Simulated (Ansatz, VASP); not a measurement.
**SrCl2: VASP beside Ansatz**

One calculation is typed for both programs; each brings its own data sets. How far apart do they land? The cell is taken from a series of runs on this material, whose earlier steps may have relaxed, scaled, displaced or heated it; both programs get it as it stands.

Main program and level: Ansatz 0.2.0; plane waves, with VASP 6.6.1 beside it; relaxation of cell and atoms at r2SCAN with rVV10.

### 1. Starting point

It takes space group Fm-3m (No. 225, cubic). Conventional cell: a = 6.977 Å, b = 6.977 Å, c = 6.977 Å, α = 90.00°, β = 90.00°, γ = 90.00°. Nearest to Sr lie 8 Cl at 3.02 Å. Nearest to Cl lie 4 Sr at 3.02 Å. Farther neighbours and most contacts between anions are not listed.

Coordinates:

```xyz
3
Lattice="0.0000 3.4884 3.4884 3.4884 0.0000 3.4884 3.4884 3.4884 0.0000" Properties=species:S:1:pos:R:3 pbc="T T T"
Sr    0.0000    0.0000    0.0000
Cl    1.7442    1.7442    1.7442
Cl    5.2325    5.2325    5.2325
```

### 2. VASP: relaxation of cell and atoms, r2SCAN with rVV10

The relaxed volume is the usual yardstick between codes: in a stiff, nearly cubic crystal its relative difference is about their pressure difference at one cell divided by the bulk modulus.

Lines of VASP's logs that name or quote its potential files are left out, and so is its time.

File INCAR:

```
SYSTEM = SrCl2
PREC = Accurate
ENCUT = 550
EDIFF = 1E-07
NELM = 120
ISMEAR = 0
SIGMA = 0.02
LREAL = .FALSE.
ALGO = Normal
METAGGA = R2SCAN
LUSE_VDW = .TRUE.
IVDW_NL = 2
BPARAM = 11.95
CPARAM = 0.0093
LASPH = .TRUE.
NBANDS = 18
LORBIT = 11
LWAVE = .FALSE.
LCHARG = .FALSE.
ISIF = 3
IBRION = 2
NSW = 80
EDIFFG = -0.005
GGA_COMPAT = .FALSE.
NELMIN = 4
EFERMI = MIDGAP
LMIXTAU = .TRUE.
```

File POSCAR:

```
SrCl2
1.0
    0.0000000000      3.4883500000      3.4883500000
    3.4883500000      0.0000000000      3.4883500000
    3.4883500000      3.4883500000      0.0000000000
Sr Cl
1 2
Direct
    0.0000000000      0.0000000000      0.0000000000
    0.2500000000      0.2500000000      0.2500000000
    0.7500000000      0.7500000000      0.7500000000
```

File KPOINTS:

```
Automatic mesh
0
Gamma
6 6 6
0 0 0
```

Potentials, in the order of the species: Sr_sv and Cl (PBE family, release 64).

Started as:

```bash
$ mpirun -np 1 vasp_std
```

Numbers of over 12 decimals in the logs are rounded to 6 here.

Output:

```text
[banner, memory and clock lines left out]
running    1 mpi-ranks, on    1 nodes
 distrk:  each k-point on    1 cores,    1 groups
 distr:  one band on    1 cores,    1 groups

 POSCAR found type information on POSCAR SrCl
 POSCAR found :  2 types and       3 ions
|                                                                             |
|               ----> ADVICE to this user running VASP <----                  |
|                                                                             |
|     You have switched on vdW-DFT.                                           |
|     This routine was written and supplied by Jiri Klimes. We recommend      |
|     that you carefully read and cite the following publications:            |
|       J. Klimes, D.R. Bowler, A. Michelides                                 |
|          J. Phys.: Cond Matt. 22 022201 (2010)                              |
|       J. Klimes, D.R. Bowler, A. Michelides                                 |
|          Phys. Rev. B. 83, 195131 (2011)                                    |
|     and references therein.                                                 |
|                                                                             |

|                                                                             |
|               ----> ADVICE to this user running VASP <----                  |
|                                                                             |
|     You enforced a specific xc type in the INCAR file but a different       |
|     [... a line on the potential file left out ...]
|     I HOPE YOU KNOW WHAT YOU ARE DOING!                                     |
|                                                                             |

 LDA part: xc-table for (None), standard interpolation
 POSCAR, INCAR and KPOINTS ok, starting setup
 FFT: planning ... GRIDC
 FFT: planning ... GRID_SOFT
 FFT: planning ... GRID
 WAVECAR not read
 entering main loop
       N       E                     dE             d eps       ncg     rms          rms(c)
Total rVV10 correction in eV:      0.5699808    24.5489338
DAV:   1     0.120545854258E+03    0.12055E+03   -0.11830E+04   576   0.127E+03
DAV:   2    -0.317723909848E+02   -0.15232E+03   -0.14821E+03   762   0.236E+02
DAV:   3    -0.416496966531E+02   -0.98773E+01   -0.98479E+01   874   0.606E+01
DAV:   4    -0.419230420529E+02   -0.27335E+00   -0.27228E+00   910   0.834E+00
DAV:   5    -0.419272133418E+02   -0.41713E-02   -0.41701E-02   854   0.950E-01    0.117E+01
Total rVV10 correction in eV:      0.5941481    24.5489340
DAV:   6    -0.356013597571E+02    0.63259E+01   -0.22215E+00   918   0.106E+01    0.827E+00
Total rVV10 correction in eV:      0.6299191    24.5489340
DAV:   7    -0.342132780075E+02    0.13881E+01   -0.87475E-01   732   0.926E+00    0.121E+00
Total rVV10 correction in eV:      0.6423729    24.5489340
DAV:   8    -0.355549539484E+02   -0.13417E+01   -0.93442E-01   676   0.851E+00    0.205E+00
Total rVV10 correction in eV:      0.6446487    24.5489340
DAV:   9    -0.343936864156E+02    0.11613E+01   -0.18419E-01   610   0.462E+00    0.166E+00
Total rVV10 correction in eV:      0.6458070    24.5489340
DAV:  10    -0.344896666765E+02   -0.95980E-01   -0.40638E-02   812   0.234E+00    0.127E+00
Total rVV10 correction in eV:      0.6530735    24.5489340
DAV:  11    -0.350093284774E+02   -0.51966E+00   -0.30170E-01   580   0.548E+00    0.108E+00
Total rVV10 correction in eV:      0.6513651    24.5489340
DAV:  12    -0.350340125599E+02   -0.24684E-01   -0.17855E-02   608   0.139E+00    0.682E-01
Total rVV10 correction in eV:      0.6534637    24.5489340
DAV:  13    -0.350194741094E+02    0.14538E-01   -0.90535E-03   592   0.917E-01    0.665E-01
Total rVV10 correction in eV:      0.6534546    24.5489340
DAV:  14    -0.350301364038E+02   -0.10662E-01   -0.13045E-02   586   0.115E+00    0.141E-01
Total rVV10 correction in eV:      0.6536538    24.5489340
DAV:  15    -0.350401518248E+02   -0.10015E-01   -0.27117E-03   606   0.570E-01    0.129E-01
Total rVV10 correction in eV:      0.6536535    24.5489340
DAV:  16    -0.350402560732E+02   -0.10425E-03   -0.30853E-05   890   0.452E-02    0.113E-01
Total rVV10 correction in eV:      0.6538546    24.5489340
DAV:  17    -0.350407675166E+02   -0.51144E-03   -0.56585E-05   614   0.979E-02    0.851E-02
Total rVV10 correction in eV:      0.6538612    24.5489340
DAV:  18    -0.350410837872E+02   -0.31627E-03   -0.12266E-04   598   0.114E-01    0.251E-02
Total rVV10 correction in eV:      0.6538910    24.5489340
DAV:  19    -0.350411327966E+02   -0.49009E-04   -0.16823E-05   670   0.426E-02    0.160E-02
Total rVV10 correction in eV:      0.6539053    24.5489340
DAV:  20    -0.350411309421E+02    0.18546E-05   -0.10395E-06   850   0.981E-03    0.162E-02
Total rVV10 correction in eV:      0.6540120    24.5489340
DAV:  21    -0.350411433106E+02   -0.12369E-04   -0.69806E-06   608   0.329E-02    0.993E-03
Total rVV10 correction in eV:      0.6540769    24.5489340
DAV:  22    -0.350411458637E+02   -0.25531E-05   -0.12643E-06   636   0.117E-02    0.818E-03
Total rVV10 correction in eV:      0.6540774    24.5489340
DAV:  23    -0.350411468439E+02   -0.98021E-06   -0.14618E-07   668   0.418E-03    0.717E-03
Total rVV10 correction in eV:      0.6541310    24.5489340
DAV:  24    -0.350411492070E+02   -0.23631E-05   -0.20848E-06   604   0.103E-02    0.163E-03
Total rVV10 correction in eV:      0.6541388    24.5489340
DAV:  25    -0.350411500525E+02   -0.84551E-06   -0.76989E-07   600   0.974E-03    0.104E-03
Total rVV10 correction in eV:      0.6541418    24.5489340
DAV:  26    -0.350411500588E+02   -0.62632E-08   -0.31509E-08   542   0.193E-03
Total rVV10 correction in eV:      0.6541450    24.5489340
Total rVV10 correction in eV:      0.6541458    24.5489340
   1 F= -.35041150E+02 E0= -.35041150E+02  d E =-.350412E+02
 curvature:   0.00 expect dE= 0.000E+00 dE for cont linesearch  0.000E+00
 trial: gam= 0.00000 g(F)=  0.620E-50 g(S)=  0.123E-02 ort = 0.000E+00 (trialstep = 0.100E+01)
 search vector abs. value=  0.123E-02
 bond charge predicted
       N       E                     dE             d eps       ncg     rms          rms(c)
Total rVV10 correction in eV:      0.6544891    24.5489340
DAV:   1    -0.350484057541E+02   -0.72557E-02   -0.17513E-01   686   0.284E+00    0.641E-01
Total rVV10 correction in eV:      0.6528073    24.5489341
DAV:   2    -0.350429036414E+02    0.55021E-02   -0.13667E-02   754   0.732E-01    0.238E-01
Total rVV10 correction in eV:      0.6517807    24.5489341
DAV:   3    -0.350416927794E+02    0.12109E-02   -0.40536E-03   900   0.390E-01    0.110E-01
Total rVV10 correction in eV:      0.6516725    24.5489341
DAV:   4    -0.350416894001E+02    0.33793E-05   -0.29252E-04   708   0.156E-01    0.724E-02
Total rVV10 correction in eV:      0.6515190    24.5489341
DAV:   5    -0.350418100678E+02   -0.12067E-03   -0.37941E-04   890   0.175E-01    0.245E-02
Total rVV10 correction in eV:      0.6514880    24.5489341
DAV:   6    -0.350417459839E+02    0.64084E-04   -0.19828E-04   580   0.184E-01    0.179E-02
Total rVV10 correction in eV:      0.6514496    24.5489341
DAV:   7    -0.350417547657E+02   -0.87818E-05   -0.53386E-05   582   0.841E-02    0.490E-03
Total rVV10 correction in eV:      0.6514389    24.5489341
DAV:   8    -0.350417557839E+02   -0.10183E-05   -0.92557E-06   622   0.326E-02    0.263E-03
Total rVV10 correction in eV:      0.6514365    24.5489341
DAV:   9    -0.350417603800E+02   -0.45960E-05   -0.18097E-06   660   0.144E-02    0.122E-03
Total rVV10 correction in eV:      0.6514291    24.5489341
DAV:  10    -0.350417604561E+02   -0.76147E-07   -0.97435E-08   638   0.328E-03
Total rVV10 correction in eV:      0.6514282    24.5489341
Total rVV10 correction in eV:      0.6514285    24.5489341
   2 F= -.35041760E+02 E0= -.35041760E+02  d E =-.610397E-03
 trial-energy change:   -0.000610  1 .order   -0.000605   -0.001228    0.000019
 step:   0.9852(harm=  0.9848)  dis= 0.00000  next Energy=   -35.041761 (dE=-0.611E-03)
 reached required accuracy - stopping structural energy minimisation
```

From OUTCAR (step 2):

```text
ion  position               nearest neighbor table
   1  0.000  0.000  0.000-   3 3.02   3 3.02   3 3.02   2 3.02   3 3.02   2 3.02   2 3.02   2 3.02

  LATTYP: Found a face centered cubic cell.
 ALAT       =     6.9767000000

 Subroutine GETGRP returns: Found 48 space group operations
 (whereof 48 operations were pure point group operations)

The static configuration has the point symmetry O_h .

 Found     16 irreducible k-points:

   k-points           NKPTS =     16   k-points in BZ     NKDIM =     16   number of bands    NBANDS=     18

   dimension x,y,z NGX =    40 NGY =   40 NGZ =   40
   dimension x,y,z NGXF=    80 NGYF=   80 NGZF=   80

   ENCUT  =  550.0 eV  40.42 Ry    6.36 a.u.   9.43  9.43  9.43*2*pi/ulx,y,z

   NELECT =      24.0000    total number of electrons

 k-points in reciprocal lattice and weights: Automatic mesh
   0.00000000  0.00000000  0.00000000       0.005
   0.16666667  0.00000000  0.00000000       0.037
   0.33333333  0.00000000  0.00000000       0.037
   0.50000000  0.00000000  0.00000000       0.019
   0.16666667  0.16666667  0.00000000       0.028
   0.33333333  0.16666667  0.00000000       0.111
   0.50000000  0.16666667  0.00000000       0.111
  -0.33333333  0.16666667  0.00000000       0.111
  -0.16666667  0.16666667  0.00000000       0.056
[...]
-0.33333333  0.33333333  0.16666667       0.111
  -0.33333333  0.50000000  0.16666667       0.056

 average (electrostatic) potential at core
       1 -43.2335       2 -96.4473       3 -96.4473

 E-fermi :   2.7488

 k-point     1 :       0.0000    0.0000    0.0000
  band No.  band energies     occupation
    ...
      8      -2.3647      2.00000
      9      -2.3647      2.00000
     10      -0.5313      2.00000
     11      -0.5313      2.00000
     12      -0.5313      2.00000
     13       5.6747      0.00000
     14       6.4701      0.00000
     15       6.4701      0.00000
     16       9.3754      0.00000
     17       9.3754      0.00000
    ...

 k-point     2 :       0.1667    0.0000    0.0000
  band No.  band energies     occupation
    ...
      8      -2.2608      2.00000
      9      -2.1759      2.00000
     10      -0.8374      2.00000
     11      -0.6829      2.00000
     12      -0.6829      2.00000
     13       6.2483      0.00000
     14       6.6769      0.00000
     15       6.6769      0.00000
     16       8.4479      0.00000
     17       9.2314      0.00000
    ...

 k-point     3 :       0.3333    0.0000    0.0000
  band No.  band energies     occupation
    ...
      8      -1.9978      2.00000
      9      -1.8153      2.00000
     10      -1.3605      2.00000
     11      -1.0213      2.00000
     12      -1.0213      2.00000
     13       6.9915      0.00000
     14       6.9915      0.00000
     15       7.0639      0.00000
     16       8.6060      0.00000
     17       9.1420      0.00000
    ...

  Total        0.0024706      0.0024706      0.0024706      0.0000000      0.0000000      0.0000000
  in kB        0.0469867      0.0469867      0.0469867      0.0000000      0.0000000      0.0000000
  external PRESSURE =       0.0469867 kB  Pullay stress =       0.0000000 kB

  energy-cutoff  :      550.00
  volume of cell :       84.24
      direct lattice vectors                 reciprocal lattice vectors
     0.000000000  3.479399541  3.479399541    -0.143702956  0.143702956  0.143702956
     3.479399541  0.000000000  3.479399541     0.143702956 -0.143702956  0.143702956
     3.479399541  3.479399541  0.000000000     0.143702956  0.143702956 -0.143702956

 POSITION                                       TOTAL-FORCE (eV/Angst)
 -----------------------------------------------------------------------------------
      6.95880      3.47940      3.47940        -0.000000      0.000000     -0.000000
      1.73970      1.73970      1.73970        -0.000000      0.000000      0.000000
      5.21910      5.21910      5.21910         0.000000     -0.000000     -0.000000
 -----------------------------------------------------------------------------------
    total drift:                               -0.000000     -0.000000      0.000000

  FREE ENERGIE OF THE ION-ELECTRON SYSTEM (eV)
  ---------------------------------------------------
  free  energy   TOTEN  =       -35.0417604561 eV

  energy  without entropy=      -35.0417604561  energy(sigma->0) =      -35.04176046

 reached required accuracy - stopping structural energy minimisation

 total charge
# of ion       s       p       d       tot
------------------------------------------
    1        1.996   5.864   0.141   8.000
    2        1.599   3.614   0.000   5.213
    3        1.599   3.614   0.000   5.213
--------------------------------------------------
tot          5.194  13.091   0.141  18.426

[... 3 further parts left out ...]
```

(Part 1 of 2 ends here.)

[Lines on the potential files, build, host, timing and source positions are cut from VASP's logs without a mark.]

[Logs are printed without paths, hosts, clocks, repeated set-up lines and the standing remarks that a program may print on its own settings, such as how far it seeks lower states.]

[Hosts, paths, dates, database ids (printed as entryN), source tags and the programs' standing remarks are cut or masked in the printed files.]
